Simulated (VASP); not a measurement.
Here is the system:

```xyz
2
Lattice="2.9453 0.0000 0.0000 0.0000 2.9453 0.0000 0.0000 0.0000 2.9453" Properties=species:S:1:pos:R:3 pbc="T T T"
Ti     0.0000     0.0000     0.0000
Co     1.4727     1.4727     1.4727
```

Method: SCAN meta-GGA, VASP's PBE PAW potentials (set 64) (plane waves; VASP). Run with 520 eV cut-off, 14×14×14 Γ-centred mesh, tetrahedra with Blöchl corrections, potentials Ti_sv Co.

Problem. What does the run give for the energy per atom (σ→0), band gap (over mesh and band path) with the smallest direct gap where there is one?

Solution. 
| Item | Result |
|---|---|
| band gap (over mesh and band path) | none (metal, semimetal or under 0.01 eV) |
| energy per atom (σ→0) | -16.971 eV/atom |

Only differences to runs with the same potentials and settings are physical.

The compound is TiCo in the CsCl type structure. It was relaxed first. The run is not spin-polarised, so no magnetic state was tried. The electron count is odd and the run is not spin-polarised, which forces a metal.
